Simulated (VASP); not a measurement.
O2CH: relaxation of the atoms with PBE+D3(BJ)

The system is O2CH, in a box.

```xyz
4
Lattice="12.5009 0.0000 0.0000 0.0000 13.0009 0.0000 0.0000 0.0000 13.5009" Properties=species:S:1:pos:R:3 pbc="T T T"
O     6.3113    6.9615    5.5806
O     5.3376    6.4189    7.5814
C     6.1385    6.5872    6.7059
H     7.2143    6.2342    7.1338
```

```
Program                   : VASP 6.6.1
Task                      : relaxation of the atoms
Functional                : PBE
Dispersion                : D3(BJ)
Potentials or basis       : VASP PAW PBE potentials, release 64 (O, C, H)
Cutoff                    : 400 eV
k mesh                    : 1 × 1 × 1
Occupations               : gaussian, width 0.01 eV
Spin                      : collinear spin, ferromagnetic start
Starting moments          : [0.5, 0.5, 0.5, 0.5] μB
Fixed moment              : 1 μB
Atoms held fixed (from 0) : [0]
Further INCAR settings    : ALGO = Fast; EDIFF = 1e-06; ISYM = 0; IBRION = 2; EDIFFG = -0.03; NSW = 120
```

```yaml
Energy_gained_by_relaxing: 29.4 meV/atom
Ionic_steps: 21
Net_moment: 1.00 μB per cell
Site_moments: O +0.31; C -0.03; H +0.16 μB
Valence_electrons_inside_the_program's_atomic_spheres: O 5.09; C 2.65; H 0.58
Dispersion_energy_per_atom: -0.009 eV
```

The path:
| step | energy change (eV) | largest force (eV/Å) | pressure (GPa) |
| --- | --- | --- | --- |
| 1 | 0.0000 | 2.9567 | 0.05 |
| 2 | 0.2266 | 4.2825 | -0.24 |
| 3 | -0.0788 | 2.2059 | -0.07 |
| 4 | -0.0058 | 2.8437 | -0.16 |
| 5 | -0.1122 | 0.3934 | -0.11 |
| 6 | -0.1119 | 0.7230 | -0.09 |
| 7 | -0.1143 | 0.3065 | -0.10 |
| 8 | -0.1160 | 0.3068 | -0.11 |
| 9 | -0.1160 | 0.2877 | -0.10 |
| 10 | -0.1173 | 0.1055 | -0.11 |
| 11 | -0.1173 | 0.1249 | -0.11 |
| 12 | -0.1171 | 0.2080 | -0.11 |
| 13 | -0.1174 | 0.0502 | -0.11 |
| 14 | -0.1175 | 0.0465 | -0.11 |
| 15 | -0.1175 | 0.0510 | -0.11 |
| 16 | -0.1176 | 0.0488 | -0.11 |
| 17 | -0.1177 | 0.0729 | -0.11 |
| 18 | -0.1177 | 0.0603 | -0.11 |
| 19 | -0.1178 | 0.0530 | -0.11 |
| 20 | -0.1178 | 0.0444 | -0.11 |
| 21 | -0.1178 | 0.0233 | -0.11 |

Final structure:
```yaml
crystal:
  lattice:
    - [12.50085, 0.00000, 0.00000]
    - [0.00000, 13.00085, 0.00000]
    - [0.00000, 0.00000, 13.50085]
  atoms:
    - { symbol: O, position: [0.50487, 0.53546, 0.41335] }
    - { symbol: O, position: [0.42558, 0.49230, 0.56626] }
    - { symbol: C, position: [0.49225, 0.50540, 0.49959] }
    - { symbol: H, position: [0.57534, 0.47937, 0.52966] }
```

It took 8.2 min on 4 MPI ranks on Intel(R) Xeon(R) 6975P-C (Granite Rapids), on a shared host, peak memory 0.62 GiB a rank.

Caveat: the cutoff is under 1.25 times the usual one of these potentials, so pressure, stress and relaxed cells hold a basis-set (Pulay) error; the standard files for N, O and F lose accuracy on very short bonds; the total moment is fixed, so each spin has its own Fermi level.
